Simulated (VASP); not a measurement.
Data:

```
CELL_PARAMETERS angstrom
      1.57080    -2.72071     0.00000
      1.57080     2.72071     0.00000
      0.00000     0.00000     5.15100
ATOMIC_POSITIONS crystal
  Si 0.66667 0.33333 0.50000
  Si 0.33333 0.66667 0.00000
  C  0.66667 0.33333 0.87500
  C  0.33333 0.66667 0.37500
```

Level of theory: PBE GGA, VASP's PBE PAW potentials (set 64) (plane waves; VASP). Run with 520 eV cut-off, 6×6×4 Γ-centred mesh, Gaussian smearing of 0.050 eV, potentials Si C.

Task: Give the stress tensor in GPa (positive for a compressed cell).

Result: 
```
-9.42   0.00   0.00
 0.00  -9.42   0.00
 0.00   0.00  -8.60
```
The pressure is its mean diagonal, -9.15 GPa.

The compound is SiC in the wurtzite structure, the rare 2H polytype. The cell was not relaxed at this level.
